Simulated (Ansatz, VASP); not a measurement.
# Cross-check of H9C3NO2 (ionic liquid ethylammonium formate at 450 K) between VASP and Ansatz, part 2 of 4

One calculation is typed for both programs; each brings its own data sets. How far apart do they land? Of the first pair: The structure shown is the start of the Ansatz relaxation below; VASP solves that cell, so the two are compared at the walk's first step.

VASP 6.6.1 and Ansatz 0.2.0.

So far: Set-up; Ansatz: relaxation, PBEsol.

**3. VASP: single point, PBEsol, start cell, pair 1**

Level of this step: PBEsol, spin-polarised from a ferromagnetic start; plane waves and PAW (C, N, H, O) (VASP).

The same cell, functional, mesh and smearing now go to VASP, with its own data sets.

Lines of VASP's logs that name or quote its potential files are left out, and so is its time.

Input file INCAR:

```
SYSTEM = H9C3NO2
PREC = Accurate
ENCUT = 520
EDIFF = 1E-06
NELM = 200
ISMEAR = -1
SIGMA = 0.01
LREAL = Auto
ALGO = Normal
GGA = PS
NELECT = 571
NBANDS = 443
ISPIN = 2
MAGMOM = 0 0 0 0 0 0 0 0 -0 0 0 0 0 0 0 0 0 0 -0 0 0 0 0 0 0 -0 0 0 0 0 0 0 0 0 0 0 0.12 0 0 0 0 0 0 0 0 0 0 0 0 0 0 0 0 0 0 0 -0 -0 -0 0 0 0 -0 -0 0 0 -0 0 -0 0 0 0 -0 0 -0 0 0 -0 0 -0 0 0 0 0 0 0 0 -0 0 0 0 0 0 0 -0 0 0 -0 -0 0 -0 -0 0 0 -0 0 0 0 0 0 0 0 -0 0 0 0 0 -0 -0 0 0 0 0 -0 0 -0 0 0 -0 0 -0 0 0 -0 0 0 0 -0 0 -0 -0 -0 0 -0 -0 0 0 0 0 0 0 -0 -0 0 0 -0 -0 0 0 0 0 0 0 -0 -0 0 0 0 0 0 0 0 -0 0 0 0 0 0 0 0 0 0 0 0 -0 -0 0.01 0 0 0 -0 -0 0 0 0 -0 0 -0 -0 0 0 0 0 0 0 0 0 0.07 0.1 0 0 0 0 -0 0 0 -0 0 0 -0 0 0 0 0 0
LORBIT = 11
LWAVE = .FALSE.
LCHARG = .FALSE.
ISIF = 2
LASPH = .TRUE.
GGA_COMPAT = .FALSE.
```

Input file POSCAR:

```
H9C3NO2
1.0
   12.9913800000      0.0000000000      0.0000000000
    0.0000000000     12.9913800000      0.0000000000
    0.0000000000      0.0000000000     12.9913800000
C N H O
45 15 135 30
Direct
    0.8150866190      0.8553132924      0.5409663946
    0.8033865532      0.8710698940      0.4342725715
    0.4573725039      0.7337711621      0.0129316516
    0.5596480128      0.7317467428      0.9650014086
    0.4800105916      0.5006011679      0.1773637597
    0.5527203423      0.4241889622      0.2241409304
    0.4587118536      0.3265472952      0.5356705754
    0.5728105867      0.2931328312      0.5239705097
    0.7113178123      0.1334115390      0.8547821709
    0.7833424933      0.1695431894      0.9386223788
    0.3862561175      0.3827230056      0.8080434873
    0.3892273184      0.3964397932      0.9213032026
    0.9074632564      0.9242282190      0.7735128986
    0.9987622562      0.8552132260      0.7522295553
    0.8882505169      0.6027689129      0.4114189563
    0.8593929205      0.4885778108      0.4256437730
    0.1834601097      0.2315227482      0.6117825820
    0.0711779657      0.2252801473      0.6418178823
    0.1545871185      0.6082417726      0.2729733100
    0.1803118683      0.7045209978      0.2148732467
    0.5788761471      0.9901334577      0.3481616272
    0.4990462907      0.9550563528      0.2643368141
    0.3764419176      0.8722168084      0.7259428944
    0.3433199552      0.9830595364      0.7166598160
    0.4158680602      0.5808312897      0.5002470869
    0.3858173651      0.6917202022      0.5186977827
    0.1157613741      0.1333961442      0.3083429166
    0.1230662178      0.1124591845      0.1998017147
    0.0525502295      0.3952005099      0.8730481288
    0.9508689608      0.4430399234      0.8473310765
[... 189 atom lines left out ...]
    0.0699309850      0.8647426216      0.4919261849
    0.1218038422      0.0183198398      0.5506266463
    0.8042332685      0.2329236771      0.5171583003
    0.8704925882      0.1410396740      0.3821687919
    0.7020886157      0.3642184279      0.8161334670
    0.6938369904      0.3968400586      0.9906029998
```

Input file KPOINTS:

```
Automatic mesh
0
Gamma
1 1 1
0 0 0
```

Potentials, in the order of the species: C, N, H and O (PBE family, release 64).

Command:

```console
> export OMP_NUM_THREADS=3
> mpirun -np 1 vasp_gam
```

Numbers of over 12 decimals in the logs are rounded to 6 here.

What it wrote:

```text
[banner, memory and clock lines left out]
running    1 mpi-ranks, on    1 nodes
[...]
Offloading initialized ...    1 GPUs detected
[...]
|                                                                             |
|               ----> ADVICE to this user running VASP <----                  |
|                                                                             |
|     You enforced a specific xc type in the INCAR file but a different       |
|     [... a line on the potential file left out ...]
|     I HOPE YOU KNOW WHAT YOU ARE DOING!                                     |
|                                                                             |

 LDA part: xc-table for (Slater+PW92), standard interpolation
 POSCAR, INCAR and KPOINTS ok, starting setup
[...]
entering main loop
       N       E                     dE             d eps       ncg     rms          rms(c)
DAV:   1     0.417304329046E+04    0.41730E+04   -0.29936E+05  1812   0.119E+03
DAV:   2    -0.862229564848E+03   -0.50353E+04   -0.47658E+04  2229   0.291E+02
DAV:   3    -0.135443552387E+04   -0.49221E+03   -0.48734E+03  2216   0.934E+01
DAV:   4    -0.136530693768E+04   -0.10871E+02   -0.10828E+02  2208   0.155E+01
DAV:   5    -0.136556588291E+04   -0.25895E+00   -0.25861E+00  2256   0.222E+00BRMIX: very serious problems
 the old and the new charge density differ
 old charge density:   570.00000 new  571.00000
    0.621E+01
DAV:   6    -0.126525142864E+04    0.10031E+03   -0.21320E+02  2032   0.201E+01    0.303E+01
DAV:   7    -0.125396392185E+04    0.11288E+02   -0.32303E+01  2192   0.802E+00    0.166E+01
DAV:   8    -0.125163246283E+04    0.23315E+01   -0.88486E+00  2096   0.416E+00    0.741E+00
DAV:   9    -0.125157250574E+04    0.59957E-01   -0.14968E+00  2024   0.206E+00    0.278E+00
[...]
DAV:  22    -0.125181325211E+04   -0.30316E-05   -0.21491E-05  1928   0.824E-03    0.688E-03
DAV:  23    -0.125181325476E+04   -0.26455E-05   -0.97580E-06  1936   0.605E-03    0.488E-03
DAV:  24    -0.125181325533E+04   -0.56911E-06   -0.33561E-06  2008   0.350E-03
   1 F= -.12518133E+04 E0= -.12518117E+04  d E =-.314651E-02  mag=    -0.9929
```

From OUTCAR (step 3):

```text
 magnetization (x)
# of ion       s       p       d       tot
------------------------------------------
    1       -0.000  -0.000   0.000  -0.001
    2       -0.000  -0.000   0.000  -0.000
    3       -0.001  -0.000   0.000  -0.001
    4       -0.000  -0.001   0.000  -0.001
    5       -0.001  -0.000   0.000  -0.001
    6       -0.000  -0.001   0.000  -0.001
[...]
223       -0.000  -0.001   0.000  -0.001
  224       -0.000  -0.001   0.000  -0.002
  225       -0.000  -0.001   0.000  -0.001
--------------------------------------------------
tot         -0.048  -0.312   0.000  -0.360
```

The run ends at a pressure of 3.46 GPa, with forces up to 4.6 eV/Å.

**4. Side by side**

Known differences besides the potentials themselves: VASP starts from the moments at which Ansatz ended; the cutoff is 420 eV in Ansatz and 520 eV in VASP (PREC = Accurate, projectors in real space); Ansatz makes its cores anew for this functional, VASP keeps those of its PBE data sets. Total energies have different zeros and are not compared.

Forces on 9 of the 225 atoms, those with the largest forces and the largest differences (eV/Å; atoms numbered as in POSCAR):

| atom | Ansatz x, y, z | VASP x, y, z |
| --- | --- | --- |
| C24 | -1.092, -1.694, 3.450 | -1.107, -1.692, 3.418 |
| C40 | 2.859, 0.120, -2.613 | 3.181, 0.297, -2.735 |
| N49 | -1.429, -4.160, 0.116 | -1.402, -4.139, 0.159 |
| N53 | 1.172, 3.714, -2.005 | 1.187, 3.703, -1.974 |
| N60 | 2.631, 3.557, 0.477 | 2.590, 3.519, 0.526 |
| H152 | 1.134, 1.208, -4.265 | 1.134, 1.217, -4.277 |
| O206 | -0.427, -1.771, 0.095 | -0.818, -1.886, 0.318 |
| O214 | 0.142, -1.298, 3.496 | 0.187, -1.535, 3.904 |
| O215 | -1.456, 0.541, -1.185 | -1.820, 0.606, -1.473 |

The forces differ by 96 meV/Å r.m.s., which is 9.0 % of the r.m.s. force of 1.066 eV/Å (both taken over all components). Moments aren't recorded for both runs of this pair, so they may hold unlike magnetic states. The cell carries a charge of -1 e against a uniform background, so its pressure also hangs on how the neutralising background is counted, and in a defect's cell a gap may be the spacing between its levels.

(Continued in part 3 of 4.)

[Lines on the potential files, build, host, timing and source positions are cut from VASP's logs without a mark.]

[Logs are printed without paths, hosts, clocks, repeated set-up lines and the standing remarks that a program may print on its own settings, such as how far it seeks lower states.]

[Hosts, paths, dates, database ids (printed as entryN), source tags and the programs' standing remarks are cut or masked in the printed files.]
